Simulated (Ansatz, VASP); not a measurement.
## BeN in VASP and in Ansatz

File INCAR:

```
ALGO = Normal
EDIFF = 1E-6
ENCUT = 520
GGA = PE
ISIF = 2
ISMEAR = 0
LASPH = T
LCHARG = T
LELF = T
LREAL = F
LVHAR = T
LWAVE = F
NBANDS = 24
NELM = 100
PREC = Accurate
SIGMA = 0.1
```

Contents of KPOINTS:

```
k-points
0
Gamma
  6 6 4
```

File POSCAR:

```
BeN
1.0
    3.4982527100      0.0000000000      0.0000000000
   -1.7491263600      3.0295757200      0.0000000000
    0.0000000000      0.0000000000      6.9086508700
Be N
4 4
Direct
    0.3333333300      0.6666666700      0.2626825500
    0.6666666700      0.3333333300      0.2626825500
    0.6666666700      0.3333333300      0.7373174500
    0.3333333300      0.6666666700      0.7373174500
    0.3333333300      0.6666666700      0.5000000000
    0.6666666700      0.3333333300      0.5000000000
    0.3333333300      0.6666666700      0.0000000000
    0.6666666700      0.3333333300      0.0000000000
```

Input for Ansatz:

```yaml
crystal:
  lattice:
    - [3.49825271, 0.0, 0.0]
    - [-1.74912636, 3.02957572, 0.0]
    - [0.0, 0.0, 6.90865087]
  atoms:
    - { symbol: Be, position: [0.33333333, 0.66666667, 0.26268255] }
    - { symbol: Be, position: [0.66666667, 0.33333333, 0.26268255] }
    - { symbol: Be, position: [0.66666667, 0.33333333, 0.73731745] }
    - { symbol: Be, position: [0.33333333, 0.66666667, 0.73731745] }
    - { symbol: "N", position: [0.33333333, 0.66666667, 0.5] }
    - { symbol: "N", position: [0.66666667, 0.33333333, 0.5] }
    - { symbol: "N", position: [0.33333333, 0.66666667, 0.0] }
    - { symbol: "N", position: [0.66666667, 0.33333333, 0.0] }
basis:
  ecutwfc: 420
kpoints:
  mp_grid: { grid: [6, 6, 4] }
hamiltonian:
  xc: pbe
scf:
  occupations: { method: gaussian, width: 0.1 }
  lower_state_search: "off"
output:
  forces: true
  stress: true
  eigenvalues: true
```

Alike in both runs: task single point; functional PBE; k mesh 6 × 6 × 4; occupations gaussian, width 0.1 eV; no spin polarisation.

```csv
,VASP,Ansatz
version,VASP 6.6.1,Ansatz 0.2.0
potentials or method,"VASP PAW PBE potentials, release 64 (Be, N)","scalar-relativistic, plane waves, PAW"
plane-wave cutoff (eV),520,420
valence electrons in the cell,28,28
```

VASP gave:

```
gap on the k mesh at the Fermi level (eV)       : none
pressure (GPa)                                  : 6.8
largest component of the traceless stress (GPa) : 45.40
rms of the force components (eV/Å)              : 0.167
```

Task: Which values does Ansatz return?

Result: gap on the k mesh at the Fermi level (eV): none; pressure (GPa): 6.8; largest component of the traceless stress (GPa): 45.66; rms of the force components (eV/Å): 0.161.

Atom by atom the forces differ by 0.006 eV/Å (rms over components). A gap of «none» marks a metal or a gap that the smearing closes.
